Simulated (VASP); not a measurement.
A VASP calculation is set up with these files.

**INCAR**
```
# general
SYSTEM   =  ZnO
PREC     =  Accurate
ENCUT    =  520   # plane-wave cut-off (eV)
LREAL    =  F   # projection in real space or not
LASPH    =  T   # aspherical one-centre terms

# electronic loop
EDIFF    =  1E-6
NELM     =  100
ALGO     =  Normal   # blocked Davidson
LMAXMIX  =  4

# smearing
ISMEAR   =  0   # Gaussian
SIGMA    =  0.05   # width (eV)

# functional
GGA      =  PE

# ions
IBRION   =  2
NSW      =  60   # most ionic steps
ISIF     =  3   # ions, shape and volume
EDIFFG   =  -0.02

# output
LWAVE    =  F
LCHARG   =  F
```

### KPOINTS
```
Regular mesh
0
gamma
  8 8 4
```

File POSCAR:
```
ZnO
1.0
  3.0199597920   0.0000000000   0.0000000000
 -1.5099798960   2.6153623363   0.0000000000
  0.0000000000   0.0000000000   5.1728947074
Zn O
2 2
Cart
  0.0000000000   0.0000000000   0.0000000000
  0.0000000000   0.0000000000   2.5864473537
 -0.0000015100   1.7435757627   1.2932236769
  1.5099814060   0.8717865736   3.8796710305
```

POTCAR, in this order: Zn O (PBE.64 set). Program: vasp_std.

**Question.** Write an equivalent input for Quantum ESPRESSO's pw.x.

**Answer.** One equivalent input (not run):
```
&CONTROL
  calculation = 'vc-relax'
  pseudo_dir = './pseudo'
  outdir = './out'
  tprnfor = .true.
  tstress = .true.
  nstep = 60
  forc_conv_thr = 0.00078
/
&SYSTEM
  ibrav = 0
  nat = 4
  ntyp = 2
  ecutwfc = 84
  occupations = 'smearing'
  smearing = 'gaussian'
  degauss = 0.003675
  input_dft = 'pbe'
/
&ELECTRONS
  conv_thr = 7.3e-08
  electron_maxstep = 100
/
&IONS
/
&CELL
/
ATOMIC_SPECIES
  Zn 65.380 Zn.upf
  O 15.999 O.upf
CELL_PARAMETERS angstrom
     3.0199598   -0.0000000   -0.0000000
    -1.5099799    2.6153623   -0.0000000
     0.0000000    0.0000000    5.1728947
ATOMIC_POSITIONS crystal
  Zn   0.0000000  0.0000000  0.0000000
  Zn   0.0000000  0.0000000  0.5000000
  O    0.3333330  0.6666670  0.2500000
  O    0.6666670  0.3333330  0.7500000
K_POINTS automatic
  8 8 4 0 0 0
```
Limits of the translation: the potentials are each code's own (VASP's PAW set, PseudoDojo norm-conserving files in pw.x), so ENCUT and ecutwfc are chosen apart and not converted; conv_thr bounds pw.x's estimated SCF error, while EDIFF bounds the energy change between steps; forc_conv_thr acts on force components and is met together with etot_conv_thr.

The structure was generated: ZnO was put into the NiAs type type (P6_3/mmc), which need not be its known phase. This run relaxes it. Symmetry was kept, so distortions that lower it aren't found. The start is the result of an earlier pass.
